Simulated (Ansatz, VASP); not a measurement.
# ZrPbSO2 in two plane-wave programs

Wanted: the spread between two codes on one cell, functional and k mesh. The cell is generated by rule, not measured, and may not be a known phase. The cell is taken from a series of runs on this material, whose earlier steps may have relaxed, scaled, displaced or heated it; both programs get it as it stands.

Calculated with Ansatz 0.2.0; plane waves, with VASP 6.6.1 beside it; relaxation of cell and atoms at PBEsol.

### Step 1. Starting point

Symmetry: P4/mmm, No. 123, tetragonal system. The conventional cell has a = 4.110 Å, b = 4.110 Å, c = 5.171 Å, α = 90.00°, β = 90.00°, γ = 90.00°. Zr has 4 O at 2.05 Å and 2 S at 2.59 Å nearest. Nearest to Pb lie 4 S at 2.91 Å. O has 2 Zr at 2.05 Å nearest. Nearest to S lie 2 Zr at 2.59 Å and 4 Pb at 2.91 Å. Farther neighbours and most contacts between anions are not listed.

Structure file:

```
Zr Pb O S
1.0
     4.10951    0.00000    0.00000
     0.00000    5.17071    0.00000
     0.00000    0.00000    4.10951
Zr Pb O S
1 1 2 1
Direct
  0.00000 0.00000 0.00000
  0.50000 0.50000 0.50000
  0.50000 0.00000 0.00000
  0.00000 0.00000 0.50000
  0.00000 0.50000 0.00000
```

### Step 2. VASP: relaxation of cell and atoms, PBEsol, pair 1

The relaxed volume is the usual yardstick between codes: in a stiff, nearly cubic crystal its relative difference is about their pressure difference at one cell divided by the bulk modulus.

Lines of VASP's logs that name or quote its potential files are left out, and so is its time.

The input, INCAR:

```
SYSTEM = ZrPbSO2
PREC = Accurate
ENCUT = 600
EDIFF = 1E-07
NELM = 120
ISMEAR = 0
SIGMA = 0.02
LREAL = .FALSE.
ALGO = Normal
GGA = PS
NBANDS = 28
LASPH = .TRUE.
LORBIT = 11
LWAVE = .FALSE.
LCHARG = .FALSE.
ISIF = 3
IBRION = 2
NSW = 80
EDIFFG = -0.005
GGA_COMPAT = .FALSE.
NELMIN = 4
EFERMI = MIDGAP
KPAR = 2
```

The input, POSCAR:

```
ZrPbSO2
1.0
    4.1095100000      0.0000000000      0.0000000000
    0.0000000000      5.1707060000      0.0000000000
    0.0000000000      0.0000000000      4.1095100000
Zr Pb O S
1 1 2 1
Direct
    0.0000000000      0.0000000000      0.0000000000
    0.5000000000      0.5000000000      0.5000000000
    0.5000000000      0.0000000000      0.0000000000
    0.0000000000      0.0000000000      0.5000000000
    0.0000000000      0.5000000000      0.0000000000
```

The input, KPOINTS:

```
Automatic mesh
0
Gamma
6 6 6
0 0 0
```

The projector-augmented-wave data sets are Zr_sv, Pb_d, O and S (PBE family, release 64).

Started as:

```sh
$ mpirun -np 2 vasp_std
```

Numbers of over 12 decimals in the logs are rounded to 6 here.

Log:

```text
[banner, memory and clock lines left out]
running    2 mpi-ranks, on    1 nodes
 distrk:  each k-point on    1 cores,    2 groups
 distr:  one band on    1 cores,    1 groups

 POSCAR found type information on POSCAR ZrPbO S
 POSCAR found :  4 types and       5 ions
|                                                                             |
|               ----> ADVICE to this user running VASP <----                  |
|                                                                             |
|     You enforced a specific xc type in the INCAR file but a different       |
|     [... a line on the potential file left out ...]
|     I HOPE YOU KNOW WHAT YOU ARE DOING!                                     |
|                                                                             |

 LDA part: xc-table for (Slater+PW92), standard interpolation
 POSCAR, INCAR and KPOINTS ok, starting setup
 FFT: planning ... GRIDC
 FFT: planning ... GRID_SOFT
 FFT: planning ... GRID
 WAVECAR not read
 entering main loop
       N       E                     dE             d eps       ncg     rms          rms(c)
DAV:   1     0.543504609234E+03    0.54350E+03   -0.24251E+04  2240   0.190E+03
DAV:   2     0.262340414219E+02   -0.51727E+03   -0.49715E+03  2440   0.497E+02
DAV:   3    -0.404423198382E+02   -0.66676E+02   -0.64741E+02  2824   0.177E+02
DAV:   4    -0.443036741626E+02   -0.38614E+01   -0.38472E+01  3620   0.388E+01
DAV:   5    -0.444477662126E+02   -0.14409E+00   -0.14394E+00  3112   0.606E+00    0.270E+01
DAV:   6    -0.380554280698E+02    0.63923E+01   -0.34480E+01  2524   0.362E+01    0.118E+01
DAV:   7    -0.378357744978E+02    0.21965E+00   -0.36543E+00  2896   0.113E+01    0.773E+00
DAV:   8    -0.377418263509E+02    0.93948E-01   -0.53015E-01  3076   0.597E+00    0.847E-01
DAV:   9    -0.377419119143E+02   -0.85563E-04   -0.69217E-02  3028   0.164E+00    0.569E-01
DAV:  10    -0.377420076103E+02   -0.95696E-04   -0.90390E-03  2912   0.781E-01    0.135E-01
DAV:  11    -0.377419746721E+02    0.32938E-04   -0.13029E-03  3144   0.285E-01    0.743E-02
DAV:  12    -0.377419987410E+02   -0.24069E-04   -0.30993E-04  2988   0.156E-01    0.238E-02
DAV:  13    -0.377419991127E+02   -0.37174E-06   -0.36256E-05  3332   0.471E-02    0.151E-02
DAV:  14    -0.377419985103E+02    0.60239E-06   -0.46823E-06  2744   0.166E-02    0.267E-03
DAV:  15    -0.377419988164E+02   -0.30613E-06   -0.73503E-07  2944   0.738E-03    0.211E-03
DAV:  16    -0.377419986665E+02    0.14993E-06   -0.17372E-07  1868   0.331E-03    0.304E-04
DAV:  17    -0.377419986539E+02    0.12609E-07   -0.30964E-08  1408   0.129E-03
   1 F= -.37741999E+02 E0= -.37741999E+02  d E =-.377420E+02
 curvature:   0.00 expect dE= 0.000E+00 dE for cont linesearch  0.000E+00
 trial: gam= 0.00000 g(F)=  0.000E+00 g(S)=  0.632E-03 ort = 0.000E+00 (trialstep = 0.100E+01)
 search vector abs. value=  0.632E-03
 bond charge predicted
       N       E                     dE             d eps       ncg     rms          rms(c)
DAV:   1    -0.377471146028E+02   -0.51159E-02   -0.18250E-01  2648   0.487E+00    0.690E-01
DAV:   2    -0.377428270262E+02    0.42876E-02   -0.14717E-02  2732   0.118E+00    0.246E-01
DAV:   3    -0.377419136717E+02    0.91335E-03   -0.30115E-03  2972   0.650E-01    0.628E-02
DAV:   4    -0.377418968980E+02    0.16774E-04   -0.64380E-04  3604   0.148E-01    0.500E-02
DAV:   5    -0.377419088272E+02   -0.11929E-04   -0.27877E-05  3248   0.315E-02    0.290E-02
DAV:   6    -0.377419141082E+02   -0.52810E-05   -0.35685E-05  3780   0.509E-02    0.508E-03
DAV:   7    -0.377419139382E+02    0.17000E-06   -0.26398E-06  2904   0.109E-02    0.302E-03
DAV:   8    -0.377419136801E+02    0.25816E-06   -0.19408E-07  1808   0.331E-03    0.128E-03
DAV:   9    -0.377419135773E+02    0.10281E-06   -0.29066E-08  1320   0.175E-03    0.374E-04
DAV:  10    -0.377419135313E+02    0.45943E-07   -0.13363E-08  1316   0.132E-03
   2 F= -.37741914E+02 E0= -.37741914E+02  d E =0.851226E-04
 trial-energy change:    0.000085  1 .order    0.000083   -0.000632    0.000799
 step:   0.4399(harm=  0.4419)  dis= 0.00000  next Energy=   -37.742138 (dE=-0.139E-03)
 bond charge predicted
       N       E                     dE             d eps       ncg     rms          rms(c)
DAV:   1    -0.377437678083E+02   -0.18542E-02   -0.57135E-02  2628   0.271E+00    0.387E-01
DAV:   2    -0.377424111917E+02    0.13566E-02   -0.46286E-03  2740   0.664E-01    0.137E-01
DAV:   3    -0.377421244054E+02    0.28679E-03   -0.94523E-04  3012   0.370E-01    0.354E-02
DAV:   4    -0.377421226824E+02    0.17230E-05   -0.19729E-04  3532   0.816E-02    0.279E-02
DAV:   5    -0.377421298284E+02   -0.71460E-05   -0.89123E-06  3296   0.177E-02    0.158E-02
DAV:   6    -0.377421371783E+02   -0.73498E-05   -0.11159E-05  3792   0.284E-02    0.296E-03
DAV:   7    -0.377421375557E+02   -0.37743E-06   -0.80224E-07  2692   0.602E-03    0.172E-03
DAV:   8    -0.377421377016E+02   -0.14590E-06   -0.51519E-08  1328   0.186E-03    0.677E-04
DAV:   9    -0.377421377580E+02   -0.56428E-07   -0.12851E-08  1260   0.121E-03
   3 F= -.37742138E+02 E0= -.37742138E+02  d E =-.139104E-03
 curvature:  -0.22 expect dE=-0.668E-07 dE for cont linesearch -0.360E-09
 trial: gam=-0.00113 g(F)=  0.141E-65 g(S)=  0.302E-06 ort = 0.102E-05 (trialstep = 0.888E+00)
 search vector abs. value=  0.301E-06
 reached required accuracy - stopping structural energy minimisation
```

OUTCAR, selected parts (step 2):

```text
ion  position               nearest neighbor table
   1  0.000  0.000  0.000-   3 2.05   4 2.05   4 2.05   3 2.05   5 2.59   5 2.59   2 3.89   2 3.89
                             2 3.89   2 3.89   2 3.89   2 3.89   2 3.89   2 3.89
   2  0.500  0.500  0.500-   5 2.91   5 2.91   5 2.91   5 2.91   1 3.89   1 3.89   1 3.89   1 3.89
                             1 3.89   1 3.89   1 3.89   1 3.89
   3  0.500  0.000  0.000-   1 2.05   1 2.05
   4  0.000  0.000  0.500-   1 2.05   1 2.05
   5  0.000  0.500  0.000-   1 2.59   1 2.59   2 2.91   2 2.91   2 2.91   2 2.91

  LATTYP: Found a simple tetragonal cell.
 ALAT       =     4.1095100000
 C/A-ratio  =     1.2582293266

 Subroutine GETGRP returns: Found 16 space group operations
 (whereof 16 operations were pure point group operations)

The static configuration has the point symmetry D_4h.

 Found     40 irreducible k-points:

   k-points           NKPTS =     40   k-points in BZ     NKDIM =     40   number of bands    NBANDS=     28

   dimension x,y,z NGX =    36 NGY =   42 NGZ =   36
   dimension x,y,z NGXF=    72 NGYF=   84 NGZF=   72

   ENCUT  =  600.0 eV  44.10 Ry    6.64 a.u.   8.21 10.33  8.21*2*pi/ulx,y,z

   NELECT =      44.0000    total number of electrons

 k-points in reciprocal lattice and weights: Automatic mesh
   0.00000000  0.00000000  0.00000000       0.005
   0.16666667  0.00000000  0.00000000       0.019
   0.33333333  0.00000000  0.00000000       0.019
   0.50000000  0.00000000  0.00000000       0.009
   0.00000000  0.16666667  0.00000000       0.009
   0.16666667  0.16666667  0.00000000       0.037
   0.33333333  0.16666667  0.00000000       0.037
   0.50000000  0.16666667  0.00000000       0.019
   0.00000000  0.33333333  0.00000000       0.009
[...]
0.50000000  0.33333333  0.50000000       0.009
   0.50000000  0.50000000  0.50000000       0.005

 average (electrostatic) potential at core
       1 -76.9926       2 -91.3118       3 -68.0852       4 -68.0852       5 -85.2859

 E-fermi :   6.2925

 k-point     1 :       0.0000    0.0000    0.0000
  band No.  band energies     occupation
    ...
     18       4.1442      2.00000
     19       4.1442      2.00000
     20       4.7809      2.00000
     21       4.8143      2.00000
     22       4.8143      2.00000
     23       7.6372      0.00000
     24       7.6372      0.00000
     25       8.7212      0.00000
     26       9.0507      0.00000
     27       9.5576      0.00000
    ...

 k-point     2 :       0.1667    0.0000    0.0000
  band No.  band energies     occupation
    ...
     18       3.8228      2.00000
     19       4.0156      2.00000
     20       4.3435      2.00000
     21       4.6534      2.00000
     22       4.6682      2.00000
     23       7.6624      0.00000
     24       8.2143      0.00000
     25       9.0815      0.00000
     26       9.2492      0.00000
     27       9.5291      0.00000
    ...

 k-point     3 :       0.3333    0.0000    0.0000
  band No.  band energies     occupation
    ...
     18       3.7468      2.00000
     19       4.0511      2.00000
     20       4.6188      2.00000
     21       4.6200      2.00000
     22       4.6237      2.00000
     23       7.7140      0.00000
     24       8.1348      0.00000
     25       8.4962      0.00000
     26       9.0456      0.00000
     27       9.2953      0.00000
    ...

  Total       -0.0006162      0.0055306     -0.0006162      0.0000000      0.0000000      0.0000000
  in kB       -0.0112866      0.1012964     -0.0112866      0.0000000      0.0000000      0.0000000
  external PRESSURE =       0.0262411 kB  Pullay stress =       0.0000000 kB

  energy-cutoff  :      600.00
  volume of cell :       87.48
      direct lattice vectors                 reciprocal lattice vectors
     4.112584543  0.000000000  0.000000000     0.243156096 -0.000000000  0.000000000
     0.000000000  5.171985543  0.000000000    -0.000000000  0.193349342  0.000000000
     0.000000000  0.000000000  4.112584543     0.000000000  0.000000000  0.243156096

 POSITION                                       TOTAL-FORCE (eV/Angst)
 -----------------------------------------------------------------------------------
      0.00000      0.00000      0.00000        -0.000000      0.000000      0.000000
      2.05629      2.58599      2.05629         0.000000      0.000000      0.000000
      2.05629      0.00000      0.00000        -0.000000      0.000000      0.000000
      0.00000      0.00000      2.05629        -0.000000      0.000000      0.000000
      0.00000      2.58599      0.00000        -0.000000      0.000000      0.000000
 -----------------------------------------------------------------------------------
    total drift:                                0.000000      0.000000     -0.000000

  FREE ENERGIE OF THE ION-ELECTRON SYSTEM (eV)
  ---------------------------------------------------
  free  energy   TOTEN  =       -37.7421377580 eV

  energy  without entropy=      -37.7421377580  energy(sigma->0) =      -37.74213776

 reached required accuracy - stopping structural energy minimisation

 total charge
# of ion       s       p       d       tot
------------------------------------------
    1        2.192   6.070   1.455   9.717
    2        1.491   0.418   9.846  11.755
    3        1.564   3.427   0.000   4.991
    4        1.564   3.427   0.000   4.991
    5        1.332   2.434   0.000   3.766
--------------------------------------------------
tot          8.143  15.775  11.301  35.219

[... 3 further parts left out ...]
```

CONTCAR:

```
ZrPbSO2
   1.00000000000000
     4.1125845426443819    0.0000000000000000    0.0000000000000000
     0.0000000000000000    5.1719855432133963    0.0000000000000000
     0.0000000000000000    0.0000000000000000    4.1125845426443819
  Zr              Pb              O               S
     1     1     2     1
Direct
     0.0000000000000000    0.0000000000000000    0.0000000000000000
     0.5000000000000000    0.5000000000000000    0.5000000000000000
     0.5000000000000000    0.0000000000000000    0.0000000000000000
     0.0000000000000000    0.0000000000000000    0.5000000000000000
     0.0000000000000000    0.5000000000000000    0.0000000000000000
```

The run keeps the 16 symmetry operations of its start, so it cannot find a distortion of lower symmetry.

[end of part 1 of 3]

[Lines on the potential files, build, host, timing and source positions are cut from VASP's logs without a mark.]

[Logs are printed without paths, hosts, clocks, repeated set-up lines and the standing remarks that a program may print on its own settings, such as how far it seeks lower states.]

[Hosts, paths, dates, database ids (printed as entryN), source tags and the programs' standing remarks are cut or masked in the printed files.]
